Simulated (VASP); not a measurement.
Input:

```
SnO
1.0
    3.29198     0.00000     0.00000
   -1.64599     2.85094     0.00000
    0.00000     0.00000     8.29982
Sn O
2 2
Direct
  0.33333   0.66667   0.00269
  0.66667   0.33333   0.50269
  0.33333   0.66667   0.37231
  0.66667   0.33333   0.87231
```

Computed with PBEsol GGA, VASP's PBE PAW potentials (set 64) (plane waves; VASP). Numerical set-up: 620 eV cut-off, 8×8×3 Γ-centred mesh, Gaussian smearing of 0.050 eV, potentials Sn_d O.

Predict the energy per atom (σ→0).

The energy per atom (σ→0) is -5699 meV/atom.

Total energies compare only between runs with the same potentials, cut-off and functional.

The structure was generated: SnO was put into the wurtzite type (P6_3mc), which need not be its known phase. It was relaxed first, which changed the volume by +47 %.
